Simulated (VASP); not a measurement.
A cell of CdF$_{2}$ (fluorite) near equilibrium:

```
CELL_PARAMETERS angstrom
      0.00000     2.70168     2.70168
      2.70168     0.00000     2.70168
      2.70168     2.70168     0.00000
ATOMIC_POSITIONS crystal
  Cd 0.00000 0.00000 0.00000
  F  0.25000 0.25000 0.25000
  F  0.75000 0.75000 0.75000
```

The numbers are results of r2SCAN meta-GGA, VASP's PBE PAW potentials (set 64) (plane waves; VASP), not measurements.

```
run               ΔE (meV/atom)    σxx    σyy    σzz  largest shear component, with its sign (GPa)  largest force (eV/Å)  gap (eV)
----------------  -------------  -----  -----  -----  --------------------------------------------  --------------------  --------
as it is                    0.0  -0.19  -0.19  -0.19                                          0.00                 0.000      3.74
after one change            2.0  -0.12  -0.12  -0.06                                          0.47                 0.245      3.74
```
Stress is in GPa, positive when the cell is compressed; gaps are those on the k-mesh, and 0.00 means metallic.

Q: Name the change that produced these shifts.
(A) biaxial strain of +1.0 % in the xy plane
(B) isotropic strain of +4.0 %
(C) isotropic strain of -4.0 %
(D) atom 2 (F) moved by -0.050 Å along z

A: D, atom 2 (F) moved by -0.050 Å along z

The compound is CdF2 in the fluorite structure.
